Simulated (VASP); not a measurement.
# CdP2C (P-4m2) in VASP: further runs

Aim: see how the results for CdP2C move with the level of theory and the settings. Levels: HSE06, r2SCAN, PBE-based screened hybrid. Tasks: single point.

Program: VASP 6.6.1. These are calculated values, not measurements. Logs are shortened: lines on timing, memory, paths and dates and some standing lists are left out, and cuts for length are marked.

### Step 1. Starting point

Symmetry: P-4m2, No. 115, tetragonal system. The conventional cell has a = 3.305 Å, b = 3.305 Å, c = 5.972 Å, α = 90.00°, β = 90.00°, γ = 90.00°. Cd (site symmetry -4m2) is surrounded by 4 P at 2.56 Å. P (site symmetry 2mm) is surrounded by 2 C at 1.95 Å. C (site symmetry -4m2) is surrounded by 4 P at 1.95 Å.

The cell was built by a generator and needn't be a form met in nature.

### Step 2. Single point, HSE06

File POSCAR:

```
CdP2C
1.0
    3.3048441637      0.0000000000      0.0000000000
    0.0000000000      3.3048441637      0.0000000000
    0.0000000000      0.0000000000      5.9718372581
Cd P C
1 2 1
Direct
    0.0000000000      0.0000000000      0.0000000000
    0.0000000000      0.5000000000      0.3265445761
    0.5000000000      0.0000000000      0.6734554239
    0.5000000000      0.5000000000      0.5000000000
```

File INCAR.step1:

```
SYSTEM = CdP2C
ALGO = Normal ; EDIFF = 1E-5
ENCUT = 520 ; GGA = PE
ISIF = 2 ; ISMEAR = -1
LASPH = .TRUE. ; LREAL = .FALSE.
LWAVE = .TRUE. ; NBANDS = 21
NELM = 100 ; PREC = Accurate
SIGMA = 0.02
```

File INCAR.step2:

```
SYSTEM = CdP2C
ALGO = Normal ; EDIFF = 1E-6
ENCUT = 520 ; GGA = PE
HFSCREEN = 0.2079 ; ISIF = 2
ISMEAR = -1 ; ISTART = 1
LASPH = .TRUE. ; LCHARG = .TRUE.
LELF = .TRUE. ; LHFCALC = .TRUE.
LREAL = .FALSE. ; LVHAR = .TRUE.
LWAVE = .FALSE. ; NBANDS = 21
NELM = 100 ; PREC = Accurate
PRECFOCK = Normal ; SIGMA = 0.02
```

File KPOINTS:

```
k-points
0
G
  4 4 2
  0 0 0
```

Potentials or basis: VASP PAW PBE potentials, release 64 (Cd, P, C).

Command:

```console
$ cat potpaw_PBE.64/Cd/POTCAR potpaw_PBE.64/P/POTCAR potpaw_PBE.64/C/POTCAR > POTCAR
$ cp INCAR.step1 INCAR
$ mpirun -np 1 vasp_std > vasp.out
$ cp INCAR.step2 INCAR
$ mpirun -np 1 vasp_std > vasp.out
```

OUTCAR:

```text
SYSTEM = CdP2C
   EDIFF = 1E-6
   ENCUT = 520
   GGA = PE
   HFSCREEN = 0.2079
   ISIF = 2
   ISMEAR = -1
   ISTART = 1
   LASPH = .TRUE.
   LHFCALC = .TRUE.
   LREAL = .FALSE.
   NELM = 100
   PREC = Accurate
   PRECFOCK = Normal

 ion  position               nearest neighbor table
   1  0.000  0.000  0.000-   2 2.56   3 2.56   2 2.56   3 2.56
   2  0.000  0.500  0.327-   4 1.95   4 1.95   1 2.56   1 2.56
   3  0.500  0.000  0.673-   4 1.95   4 1.95   1 2.56   1 2.56
   4  0.500  0.500  0.500-   2 1.95   3 1.95   3 1.95   2 1.95

  LATTYP: Found a simple tetragonal cell.
 ALAT       =     3.3048441637
 C/A-ratio  =     1.8069951145

  Lattice vectors:

 A1 = (   3.3048441637,   0.0000000000,   0.0000000000)
 A2 = (   0.0000000000,   3.3048441637,   0.0000000000)
 A3 = (   0.0000000000,   0.0000000000,   5.9718372581)

Analysis of symmetry for initial positions (statically):
=====================================================================
 Subroutine PRICEL returns:
 Original cell was already a primitive cell.

 Routine SETGRP: Setting up the symmetry group for a
 simple tetragonal supercell.

 Subroutine GETGRP returns: Found  8 space group operations
 (whereof  8 operations were pure point group operations)
 out of a pool of 16 trial point group operations.

The static configuration has the point symmetry D_2d.

Analysis of symmetry for dynamics (positions and initial velocities):
=====================================================================
 Subroutine PRICEL returns:
 Original cell was already a primitive cell.

 Routine SETGRP: Setting up the symmetry group for a
 simple tetragonal supercell.

 Subroutine GETGRP returns: Found  8 space group operations
 (whereof  8 operations were pure point group operations)
 out of a pool of 16 trial point group operations.

The dynamic configuration has the point symmetry D_2d.

 Subroutine INISYM returns: Found  8 space group operations
 (whereof  8 operations are pure point group operations),
 and found     1 'primitive' translations

[... 86 lines left out ...]
   LREAL  =      F    real-space projection
   EDIFFG = 0.1E-04   stopping-criterion for IOM
   NSW    =      0    number of steps for IOM
   IBRION =     -1    ionic relax: 0-MD 1-quasi-New 2-CG
   NFREE  =      0    steps in history (QN), initial steepest desc. (CG)
   ISIF   =      2    stress and relaxation
   ISYM   =      3    0-nonsym 1-usesym 2-fastsym
   POTIM  = 0.5000    time-step for ionic-motion
   TEBEG  =    0.0;   TEEND  =   0.0 temperature during run
   PSTRESS=    0.0 pullay stress
   NELECT =      26.0000    total number of electrons
   NUPDOWN=      -1.0000    fix difference up-down
   EMIN   =  10.00;   EMAX   =-10.00  energy-range for DOS
   EFERMI =   0.00;   METHOD = LEGACY
   ISMEAR =    -1;   SIGMA  =   0.02  broadening in eV -4-tet -1-fermi 0-gaus
   EFERMI_NEDOS =   21; number of points for ismear=-14 and -15
   IALGO  =     38    algorithm
   IMIX   =      1    mixing-type and parameters
     AMIX     =   0.40;   BMIX     =  1.00
     AMIX_MAG =   1.60;   BMIX_MAG =  1.00
  volume/ion in A,a.u.               =      16.31       110.04
  Fermi-wavevector in a.u.,A,eV,Ry     =   1.204840  2.276817 19.750747  1.451639
  Thomas-Fermi vector in A             =   2.340553
   LORBIT       =      0    0 simple, 1 ext, 2 COOP (PROOUT), +10 PAW based schemes
   GGA     = PE    functional components
   LHFCALC =     T    Hartree Fock is set to
   PRECFOCK=normal    Normal, Fast or Accurate (Low or Medium for compatibility)
   ENCUT4O =  -1.0   cutoff for four orbital integrals eV
   NKREDX  =     1    reduce k-point grid by
   NKREDY  =     1    reduce k-point grid by
   NKREDZ  =     1    reduce k-point grid by
   AEXX    =    0.2500 exact exchange contribution
   HFSCREEN=    0.2079 screening length (either q_TF or 0.3 A-1)
   HFSCREENC=   0.2079 screening length for correlation (either q_TF or 0.3 A-1)
   ENCUTFOCK=  -1.0 apply spherical cutoff to Coloumb kernel
   IVDW    =     0    specifies the selected vdW correction
   LEPSILON=     F    determine dielectric tensor
   LRPA    =     F    only Hartree local field effects (RPA)
 non-spin polarized calculation
  energy-cutoff  :      520.00
  volume of cell :       65.22
 maximum number of plane-waves:      1800
 NGX is ok and might be reduce to    28
  NGX = 20; NGY = 20; NGZ = 36

 number of electron      26.0000005 magnetization

 Free energy of the ion-electron system (eV)
  ---------------------------------------------------
  ext. energy  EPLUGINS =         0.00000000
  ---------------------------------------------------
  free energy    TOTEN  =       -21.54573544 eV

  energy without entropy =      -21.54569679  energy(sigma->0) =      -21.54571611

 E-fermi :   6.4355     XC(G=0):  -8.7428

 val. band max:        6.2914853787   @ k =   0.0000   0.0000   0.5000
 cond. band min:       6.5966119627   @ k =   0.2500   0.0000   0.5000
 fundamental gap:      0.3051265840
 Fermi energy:         6.4354860710

 k-point     1 :       0.0000    0.0000    0.0000
  band No.  band energies     occupation
      1     -12.4919      2.00000
      2      -7.3704      2.00000
      3      -5.4628      2.00000
      4      -5.3351      2.00000
      5      -5.1264      2.00000
      6      -5.1264      2.00000
[... 277 lines left out ...]
     20      11.1391      0.00000
     21      11.6525      0.00000

------------------------ aborting loop because EDIFF is reached ----------------------------------------

  FORCE on cell =-STRESS in cart. coord.  units (eV):
  Direction    XX          YY          ZZ          XY          YZ          ZX
  --------------------------------------------------------------------------------------
  -------------------------------------------------------------------------------------
  Total       -0.1858581     -0.1858581     -1.0202007      0.0000000      0.0000000     -0.0000000
  in kB       -4.5654339     -4.5654339    -25.0602996      0.0000000      0.0000000     -0.0000000
  external PRESSURE =     -11.3970558 kB  Pullay stress =       0.0000000 kB

 VOLUME and BASIS-vectors are now :
 -----------------------------------------------------------------------------
  energy-cutoff  :      520.00
  volume of cell :       65.22
      direct lattice vectors                 reciprocal lattice vectors
     3.304844164  0.000000000  0.000000000     0.302586128  0.000000000  0.000000000
     0.000000000  3.304844164  0.000000000     0.000000000  0.302586128  0.000000000
     0.000000000  0.000000000  5.971837258     0.000000000  0.000000000  0.167452654

 POSITION                                       TOTAL-FORCE (eV/Angst)
 -----------------------------------------------------------------------------------
      0.00000      0.00000      0.00000         0.000000      0.000000      0.000000
      0.00000      1.65242      1.95007        -0.000000      0.000000      0.868710
      1.65242      0.00000      4.02177        -0.000000      0.000000     -0.868710
      1.65242      1.65242      2.98592        -0.000000      0.000000      0.000000
 -----------------------------------------------------------------------------------
    total drift:                               -0.000000     -0.000000     -0.000000

  FREE ENERGIE OF THE ION-ELECTRON SYSTEM (eV)
  ---------------------------------------------------
  free  energy   TOTEN  =       -21.5457354392 eV

  energy  without entropy=      -21.5456967871  energy(sigma->0) =      -21.54571611
```

OUTCAR.step1:

```text
SYSTEM = CdP2C
   EDIFF = 1E-5
   ENCUT = 520
   GGA = PE
   ISIF = 2
[... 504 lines left out ...]
      0.00000      0.00000      0.00000        -0.000000      0.000000      0.000000
      0.00000      1.65242      1.95007        -0.000000      0.000000      0.715390
      1.65242      0.00000      4.02177        -0.000000      0.000000     -0.715390
      1.65242      1.65242      2.98592         0.000000     -0.000000      0.000000
 -----------------------------------------------------------------------------------
    total drift:                               -0.000000      0.000000      0.000000

  FREE ENERGIE OF THE ION-ELECTRON SYSTEM (eV)
  ---------------------------------------------------
  free  energy   TOTEN  =       -18.1835872397 eV

  energy  without entropy=      -18.1832528718  energy(sigma->0) =      -18.18342006
```

Run time: 8 min. Hardware: 1 thread of Intel Xeon 6975P-C (Granite Rapids), shared host; peak memory 0.31 GiB.

Results:

| Property | Result |
| --- | --- |
| Free energy | -21.5457 eV |
| Pressure | -1.1 GPa |
| Largest force | 0.869 eV/Å |
| Band gap on the k mesh | none (metal or under the smearing width) |

Forces on the atoms (eV/Å):
```
Cd   0.000  0.000  0.000
P    0.000  0.000  0.869
P    0.000  0.000 -0.869
C    0.000  0.000  0.000
```

Caveat: the k mesh is coarse (spacing up to 0.53 Å⁻¹), so the values aren't converged, least of all with exact exchange; the PAW data sets were made with another functional, which shifts forces and pressure a little.

### Step 3. Single point, r2SCAN

POSCAR is that of step 2.

File INCAR.step1:

```
SYSTEM = CdP2C
  PREC = Accurate
  ENCUT = 520
  ISMEAR = -1
  SIGMA = 0.02
  LREAL = .FALSE.
  LASPH = .TRUE.
  NELM = 100
  NBANDS = 21
  GGA = PE
  ALGO = Normal
  EDIFF = 1E-4
  LWAVE = .TRUE.
  LCHARG = .FALSE.
```

File INCAR.step2:

```
SYSTEM = CdP2C
  PREC = Accurate
  ENCUT = 520
  EDIFF = 1E-7
  ISMEAR = -1
  SIGMA = 0.02
  LREAL = .FALSE.
  LASPH = .TRUE.
  NELM = 100
  ALGO = Normal
  ISIF = 2
  LWAVE = .FALSE.
  LCHARG = .FALSE.
  METAGGA = R2SCAN
  LMIXTAU = .TRUE.
  NBANDS = 21
  ISTART = 1
```

File KPOINTS:

```
regular mesh
0
G
  6 6 4
  0 0 0
```

Potentials or basis: VASP PAW PBE potentials, release 64 (Cd, P, C).

Command:

```console
$ cat potpaw_PBE.64/Cd/POTCAR potpaw_PBE.64/P/POTCAR potpaw_PBE.64/C/POTCAR > POTCAR
$ cp INCAR.step1 INCAR
$ mpirun -np 1 vasp_std > vasp.out
$ cp INCAR.step2 INCAR
$ mpirun -np 1 vasp_std > vasp.out
```

OUTCAR:

```text
SYSTEM = CdP2C
   PREC = Accurate
   ENCUT = 520
   EDIFF = 1E-7
   ISMEAR = -1
   LREAL = .FALSE.
   LASPH = .TRUE.
   NELM = 100
   ISIF = 2
   METAGGA = R2SCAN
   ISTART = 1

 ion  position               nearest neighbor table
   1  0.000  0.000  0.000-   2 2.56   3 2.56   2 2.56   3 2.56
   2  0.000  0.500  0.327-   4 1.95   4 1.95   1 2.56   1 2.56
   3  0.500  0.000  0.673-   4 1.95   4 1.95   1 2.56   1 2.56
   4  0.500  0.500  0.500-   2 1.95   3 1.95   3 1.95   2 1.95

  LATTYP: Found a simple tetragonal cell.
 ALAT       =     3.3048441637
 C/A-ratio  =     1.8069951145

  Lattice vectors:

 A1 = (   3.3048441637,   0.0000000000,   0.0000000000)
 A2 = (   0.0000000000,   3.3048441637,   0.0000000000)
 A3 = (   0.0000000000,   0.0000000000,   5.9718372581)

Analysis of symmetry for initial positions (statically):
=====================================================================
 Subroutine PRICEL returns:
 Original cell was already a primitive cell.

 Routine SETGRP: Setting up the symmetry group for a
 simple tetragonal supercell.

 Subroutine GETGRP returns: Found  8 space group operations
 (whereof  8 operations were pure point group operations)
 out of a pool of 16 trial point group operations.

The static configuration has the point symmetry D_2d.

Analysis of symmetry for dynamics (positions and initial velocities):
=====================================================================
 Subroutine PRICEL returns:
 Original cell was already a primitive cell.

 Routine SETGRP: Setting up the symmetry group for a
 simple tetragonal supercell.

 Subroutine GETGRP returns: Found  8 space group operations
 (whereof  8 operations were pure point group operations)
 out of a pool of 16 trial point group operations.
[... 120 lines left out ...]
   ISMEAR =    -1;   SIGMA  =   0.02  broadening in eV -4-tet -1-fermi 0-gaus
   EFERMI_NEDOS =   21; number of points for ismear=-14 and -15
   IALGO  =     38    algorithm
   IMIX   =      4    mixing-type and parameters
     AMIX     =   0.40;   BMIX     =  1.00
     AMIX_MAG =   1.60;   BMIX_MAG =  1.00
  volume/ion in A,a.u.               =      16.31       110.04
  Fermi-wavevector in a.u.,A,eV,Ry     =   1.204840  2.276817 19.750747  1.451639
  Thomas-Fermi vector in A             =   2.340553
   LORBIT       =      0    0 simple, 1 ext, 2 COOP (PROOUT), +10 PAW based schemes
   METAGGA = R2SCAN    functional components
   LHFCALC =     F    Hartree Fock is set to
   AEXX    =    0.0000 exact exchange contribution
   IVDW    =     0    specifies the selected vdW correction
   LEPSILON=     F    determine dielectric tensor
   LRPA    =     F    only Hartree local field effects (RPA)
 non-spin polarized calculation
  energy-cutoff  :      520.00
  volume of cell :       65.22
 maximum number of plane-waves:      1800
 NGX is ok and might be reduce to    28
   NGX = 13   NGY = 13   NGZ = 23

 number of electron      26.0000004 magnetization

 Free energy of the ion-electron system (eV)
  ---------------------------------------------------
  ext. energy  EPLUGINS =         0.00000000
  ---------------------------------------------------
  free energy    TOTEN  =       -45.32403357 eV

  energy without entropy =      -45.32301339  energy(sigma->0) =      -45.32352348

 E-fermi :   6.3256     XC(G=0): -11.1628

 val. band max:        6.3156132672   @ k =   0.0000   0.0000   0.5000
 cond. band min:       6.3534861101   @ k =   0.5000   0.1667   0.5000
 fundamental gap:      0.0378728429
 Fermi energy:         6.3255685512

 k-point     1 :       0.0000    0.0000    0.0000
  band No.  band energies     occupation
      1     -11.4033      2.00000
      2      -6.3386      2.00000
      3      -4.1392      2.00000
      4      -3.9581      2.00000
      5      -3.7741      2.00000
      6      -3.7741      2.00000
[... 565 lines left out ...]
     20      13.6749      0.00000
     21      15.6724      0.00000

 [... further k-points ...]

------------------------ aborting loop because EDIFF is reached ----------------------------------------

  FORCE on cell =-STRESS in cart. coord.  units (eV):
  Direction    XX          YY          ZZ          XY          YZ          ZX
  --------------------------------------------------------------------------------------
  -------------------------------------------------------------------------------------
  Total        0.1212452      0.1212452     -0.0390176      0.0000000      0.0000000     -0.0000000
  in kB        2.9782785      2.9782785     -0.9584318      0.0000000      0.0000000     -0.0000000
  external PRESSURE =       1.6660417 kB  Pullay stress =       0.0000000 kB

 VOLUME and BASIS-vectors are now :
 -----------------------------------------------------------------------------
  energy-cutoff  :      520.00
  volume of cell :       65.22
      direct lattice vectors                 reciprocal lattice vectors
     3.304844164  0.000000000  0.000000000     0.302586128  0.000000000  0.000000000
     0.000000000  3.304844164  0.000000000     0.000000000  0.302586128  0.000000000
     0.000000000  0.000000000  5.971837258     0.000000000  0.000000000  0.167452654

 POSITION                                       TOTAL-FORCE (eV/Angst)
 -----------------------------------------------------------------------------------
      0.00000      0.00000      0.00000         0.000000      0.000000      0.000000
      0.00000      1.65242      1.95007        -0.000000      0.000000      0.225677
      1.65242      0.00000      4.02177         0.000000      0.000000     -0.225677
      1.65242      1.65242      2.98592         0.000000     -0.000000      0.000000
 -----------------------------------------------------------------------------------
    total drift:                               -0.000000      0.000000      0.000000

  FREE ENERGIE OF THE ION-ELECTRON SYSTEM (eV)
  ---------------------------------------------------
  free  energy   TOTEN  =       -45.3240335710 eV

  energy  without entropy=      -45.3230133852  energy(sigma->0) =      -45.32352348
```

OSZICAR.step1:

```text
N       E                     dE             d eps       ncg     rms          rms(c)
DAV:   1     0.135581498631E+03    0.13558E+03   -0.12783E+04  1284   0.114E+03
DAV:   2    -0.119039755456E+02   -0.14749E+03   -0.14156E+03  1428   0.262E+02
DAV:   3    -0.192506621843E+02   -0.73467E+01   -0.72085E+01  1630   0.567E+01
DAV:   4    -0.193232673647E+02   -0.72605E-01   -0.72567E-01  1403   0.572E+00
DAV:   5    -0.193241957886E+02   -0.92842E-03   -0.92837E-03  1611   0.643E-01    0.111E+01
DAV:   6    -0.180722442409E+02    0.12520E+01   -0.48912E+00  1821   0.227E+01    0.792E+00
DAV:   7    -0.180778263307E+02   -0.55821E-02   -0.80255E-01  1390   0.520E+00    0.412E+00
DAV:   8    -0.180671819404E+02    0.10644E-01   -0.12046E-01  1476   0.206E+00    0.613E-01
DAV:   9    -0.180621390799E+02    0.50429E-02   -0.22323E-02  1594   0.979E-01    0.219E-01
DAV:  10    -0.180620148074E+02    0.12427E-03   -0.42907E-03  1415   0.319E-01    0.104E-01
DAV:  11    -0.180620229038E+02   -0.80964E-05   -0.32942E-04  1441   0.130E-01
   1 F= -.18062023E+02 E0= -.18061567E+02  d E =-.912569E-03
```

Wall time 88 s (1 thread of Intel Xeon 6975P-C (Granite Rapids), shared host); peak memory 0.22 GiB.

What came out:

```yaml
Free_energy: -45.3240 eV
Pressure: 0.2 GPa
Largest_force: 0.226 eV/Å
Band_gap_on_the_k_mesh: none (metal or under the smearing width)
```

Forces in eV/Å, atoms in the order of the input:
```
Cd   0.000  0.000  0.000
P    0.000  0.000  0.226
P    0.000  0.000 -0.226
C    0.000  0.000  0.000
```

Levels at points of the mesh, in eV from the Fermi level:
```
           k point  band 11  band 12  band 13  band 14  band 15  band 16
(0.00, 0.00, 0.00)    -2.56    -1.58    -0.32     0.65     0.65     2.35
(0.50, 0.00, 0.00)    -5.19    -5.14     0.20     0.33     2.30     2.98
(0.50, 0.50, 0.00)    -4.47    -4.47    -3.30     1.03     1.03     1.12
(0.00, 0.00, 0.50)    -5.72    -0.68    -0.40    -0.01    -0.01     3.68
(0.50, 0.00, 0.50)    -3.50    -3.17    -0.94     0.31     1.07     1.43
(0.50, 0.50, 0.50)    -5.03    -5.03    -3.93     2.21     3.47     3.47
```

Caveat: the PAW data sets were made with another functional, which shifts forces and pressure a little.

(Continued in part 2 of 2.)
